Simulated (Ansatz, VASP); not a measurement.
# Al2O5 in two plane-wave programs, part 2 of 2

One calculation is typed for both programs; each brings its own data sets. How far apart do they land? The cell is invented: As first built, before any earlier steps moved the atoms or strained the cell (in the runner's words): O for Te in the Al2Te5 structure of space group C2/m. It may not be a known or stable phase. The cell is taken from a series of runs on this material, whose earlier steps may have relaxed, scaled, displaced or heated it; both programs get it as it stands.

VASP 6.6.1 and Ansatz 0.2.0.

So far. Step 5 (VASP: single point, PBEsol, pair 2): The run ends at a pressure of 1.24 GPa, with forces up to 0.29 eV/Å.

### 6. Ansatz: single point, PBEsol, pair 2

Level of this step: Ansatz beside VASP: Kohn-Sham DFT, plane waves, PBEsol (Ansatz).

The same cell, functional and mesh now go to Ansatz, which takes its cutoff from its data sets.

The cell is taken from a series of runs on this material, whose earlier steps may have relaxed, scaled, displaced or heated it; both programs get it as it stands.

File input.yaml:

```yaml
crystal:
  lattice:
    - [2.991097357, 0.0, 0.0]
    - [1.495548678, 4.912095319, 0.0]
    - [1.495548678, -1.664565943, 5.359467896]
  atoms:
    - { symbol: Al, position: [0.5797400012, 0.1576210041, 0.6828989935] }
    - { symbol: Al, position: [0.4202599988, 0.8423789959, 0.3171010065] }
    - { symbol: O, position: [0.366113603, 0.2557435298, 0.0120292642] }
    - { symbol: O, position: [0.633886397, 0.7442564702, 0.9879707358] }
    - { symbol: O, position: [0.0, 0.0, 0.0] }
    - { symbol: O, position: [0.877567201, 0.7873891736, 0.4574764244] }
    - { symbol: O, position: [0.122432799, 0.2126108264, 0.5425235756] }
kpoints:
  mp_grid: { grid: [8, 8, 8] }
scf:
  occupations: { method: fixed }
hamiltonian:
  xc: pbesol
output:
  eigenvalues: true
  transmission:
    leads: [[0, 0]]
    kpoints: [[0.0, 0.0], [0.0, -0.5]]
    e_range: [-1.0, 1.3]
    de: 0.05
```

Command:

```sh
> ansatz run input.yaml --threads 2 --pin off --max-ram 4096MiB --backend cpu --events-out ev --progress --plain --runs-dir out
```

Numbers of over 12 decimals in the logs are rounded to 6 here.

What it wrote:

```text
[...]
Crystal: 7 atoms, lattice volume = 78.744 Å³
Basis set: ecut = 420 eV, 1525 PW (Γ)
Bands: 25, of which v1, the nominal top of the filled ones, is band 18 counted from 1 (17 counted from 0)
Symmetry: 4 space group operations
[...]
k-points: 150 of 512
[...]
crystal 0  : O5Al2, at the sites [0, 0], period 5.3595 Å: whole cells are its period
    offset         : up to 0.0000 Å between an atom of the period and one for which it stands
    channels       : 0.000000e0 a spin
    conductance    : none, the energies end too early or step too widely for 300 K: set another output.transmission.e_range or a lower de, or, where they end at an eighth of basis.ecutwfc, a higher one
    slowest decay  : 0.3416 /Å at (0.0000, 0.0000)
[key lines of the parts left out:]
SCF converged after 8 iterations
Free energy (F): -3850.461184 eV
Fermi energy:    3.254041 eV
```

### 7. Comparison

Compared:

```
              quantity  Ansatz   VASP  difference
gap on the k mesh (eV)   0.346  0.335      +0.011
```

A gap on the mesh is an upper bound, since the band edges may lie between its points.

### 8. Ansatz: single point, r2SCAN

With cell and atoms fixed, the geometry can't cause a difference; cores, projectors, grids and the points listed under the comparison can.

The cell is taken from a series of runs on this material, whose earlier steps may have relaxed, scaled, displaced or heated it; both programs get it as it stands.

File input.yaml:

```yaml
crystal:
  lattice:
    - [4.8144911125, -1.4955486783, -0.9743488851]
    - [4.8144911125, 1.4955486783, -0.9743488851]
    - [-5.3828934317, 0.0, 6.5575016429]
  atoms:
    - { symbol: Al, position: [0.4202599988, 0.4202599988, 0.6828989935] }
    - { symbol: Al, position: [0.5797400012, 0.5797400012, 0.3171010065] }
    - { symbol: O, position: [0.633886397, 0.633886397, 1.0120292642] }
    - { symbol: O, position: [0.366113603, 0.366113603, -0.0120292642] }
    - { symbol: O, position: [0.0, 0.0, 0.0] }
    - { symbol: O, position: [0.122432799, 0.122432799, 0.4574764244] }
    - { symbol: O, position: [0.877567201, 0.877567201, 0.5425235756] }
kpoints:
  mp_grid: { grid: [8, 8, 4] }
  band_path: { path: [VBM, CBM], npoints: 30 }
scf:
  occupations: { method: fixed }
hamiltonian:
  xc: r2scan
output:
  eigenvalues: true
  write_potential: true
  write_density: true
  volumetric_format: npy
  elf: true
```

What it wrote:

```text
[...]
Crystal: 7 atoms, lattice volume = 78.744 Å³
Basis set: ecut = 500 eV, 2015 PW (Γ), FFT grids on a1−a2, a2, a1+a3, exchange–correlation on 96×160×180 points (64 copies of the dense FFT grid, shifted against one another)
Bands: 25, of which v1, the nominal top of the filled ones, is band 18 counted from 1 (17 counted from 0)
Symmetry: 4 space group operations
[...]
k-points: 78 of 256
[...]
--- Band table (eV; the first three rows and the last of 78) ---
  k-point 0: bands = [... 14 lower, 1.7615, 1.9528, 2.1403, 2.8006, 4.5554, 5.5987, 8.7115, 12.2738, ... 3 higher]
  k-point 1: bands = [... 14 lower, 1.4855, 2.1335, 2.1522, 2.7111, 4.5627, 5.5977, 9.4049, 12.3702, ... 3 higher]
  k-point 2: bands = [... 14 lower, 0.9351, 2.1639, 2.3606, 2.5446, 4.5706, 5.5966, 10.3557, 12.0769, ... 3 higher]
  k-point 77: bands = [... 14 lower, 1.7279, 2.2034, 2.4524, 2.6175, 3.4509, 5.3081, 10.3019, 11.3619, ... 3 higher]
[key lines of the parts left out:]
SCF converged after 8 iterations
Free energy (F): -3921.089720 eV
Fermi energy:    3.019340 eV
```

### 9. VASP: single point, r2SCAN

The same cell, functional and mesh now go to VASP, with its own data sets.

File INCAR:

```
SYSTEM = Al2O5
PREC = Accurate
ENCUT = 580
EDIFF = 1E-06
NELM = 120
ISMEAR = 0
SIGMA = 0.01
LREAL = .FALSE.
ALGO = Normal
METAGGA = R2SCAN
LASPH = .TRUE.
NBANDS = 25
LORBIT = 11
LWAVE = .FALSE.
LCHARG = .FALSE.
ISIF = 2
GGA_COMPAT = .FALSE.
EFERMI = MIDGAP
LMIXTAU = .TRUE.
KPAR = 2
```

File POSCAR:

```
Al2O5
1.0
    4.8144911125     -1.4955486783     -0.9743488851
    4.8144911125      1.4955486783     -0.9743488851
   -5.3828934317      0.0000000000      6.5575016429
Al O
2 5
Direct
    0.4202599988      0.4202599988      0.6828989935
    0.5797400012      0.5797400012      0.3171010065
    0.6338863970      0.6338863970      0.0120292642
    0.3661136030      0.3661136030      0.9879707358
    0.0000000000      0.0000000000      0.0000000000
    0.1224327990      0.1224327990      0.4574764244
    0.8775672010      0.8775672010      0.5425235756
```

File KPOINTS:

```
Automatic mesh
0
Gamma
8 8 4
0 0 0
```

PAW data sets: Al and O (PBE family, release 64).

Command:

```sh
> mpirun -np 2 vasp_std
```

What it wrote:

```text
[banner, memory and clock lines left out]
running    2 mpi-ranks, on    1 nodes
[...]
[... a notice as in an earlier step ...]

 LDA part: xc-table for (None), standard interpolation
 POSCAR, INCAR and KPOINTS ok, starting setup
[...]
entering main loop
       N       E                     dE             d eps       ncg     rms          rms(c)
DAV:   1     0.174760291440E+03    0.17476E+03   -0.20536E+04  3900   0.149E+03
DAV:   2    -0.590602553720E+02   -0.23382E+03   -0.22681E+03  4805   0.302E+02
DAV:   3    -0.712228029144E+02   -0.12163E+02   -0.12069E+02  4856   0.738E+01
DAV:   4    -0.713375954429E+02   -0.11479E+00   -0.11470E+00  4707   0.772E+00
[...]
DAV:  16    -0.539725946739E+02    0.43473E-07   -0.87667E-05  4050   0.903E-02    0.824E-03
DAV:  17    -0.539726617960E+02   -0.67122E-04   -0.28300E-05  4029   0.507E-02    0.238E-03
DAV:  18    -0.539726620039E+02   -0.20794E-06   -0.32440E-06  4559   0.160E-02
   1 F= -.53972662E+02 E0= -.53972662E+02  d E =0.000000E+00
```

Parts of OUTCAR (step 9):

```text
  Total       -0.1820752      0.0245505     -0.0334548      0.0000000      0.0000000      0.0258994
  in kB       -3.7046087      0.4995187     -0.6806903      0.0000000      0.0000000      0.5269638
  external PRESSURE =      -1.2952601 kB  Pullay stress =       0.0000000 kB

 POSITION                                       TOTAL-FORCE (eV/Angst)
 -----------------------------------------------------------------------------------
      0.37070      0.00000      3.65915         0.004296     -0.000000     -0.020980
      3.87539      0.00000      0.94965        -0.004296     -0.000000      0.020980
      6.03893      0.00000     -1.15637         0.011692     -0.000000      0.025200
     -1.79284      0.00000      5.76517        -0.011692     -0.000000     -0.025200
      0.00000      0.00000      0.00000        -0.000000      0.000000      0.000000
     -1.28364      0.00000      2.76132         0.017025     -0.000000      0.003348
      5.52973      0.00000      1.84749        -0.017025     -0.000000     -0.003348
 -----------------------------------------------------------------------------------
    total drift:                                0.000000     -0.000000     -0.000000

  FREE ENERGIE OF THE ION-ELECTRON SYSTEM (eV)
  ---------------------------------------------------
  free  energy   TOTEN  =       -53.9726620039 eV

  energy  without entropy=      -53.9726620039  energy(sigma->0) =      -53.97266200

[... 1 part as in an earlier step ...]

[... 2 further parts left out ...]
[key lines of the parts left out:]
E-fermi :   1.7678
```

The run ends at a pressure of -0.13 GPa, with forces up to 0.028 eV/Å.

### 10. Side by side

What differs besides the data sets and the points named for the pairs above, as far as they apply: VASP keeps PBE cores, Ansatz makes them for the functional; the cutoff is 500 eV in Ansatz and 580 eV in VASP. Total energies have different zeros and are not compared.

Compared:

```
              quantity  Ansatz   VASP  difference
gap on the k mesh (eV)   0.432  0.432       0.000
```

A gap on the mesh is an upper bound, since the band edges may lie between its points.

### 11. What came out

| Quantity | Value |
| --- | --- |
| difference in gap on the k mesh (single point, PBEsol, pair 1) | 0.011 eV |
| difference in gap on the k mesh (single point, PBEsol, pair 2) | 0.011 eV |
| difference in gap on the k mesh (single point, r2SCAN) | -1.0e-5 eV |

**Reading.** The difference in gap on the k mesh is 0.011 eV (single point, PBEsol, pair 1), within the 0.08 eV picked in this series as the mark of a large difference. 1 further pair of this series is not shown here. Such differences can come from data sets, numerical settings and the points named under the comparisons, not from the functional's error against experiment.

[Lines on the potential files, build, host, timing and source positions are cut from VASP's logs without a mark.]

[Logs are printed without paths, hosts, clocks, repeated set-up lines and the standing remarks that a program may print on its own settings, such as how far it seeks lower states.]

[Hosts, paths, dates, database ids (printed as entryN), source tags and the programs' standing remarks are cut or masked in the printed files.]
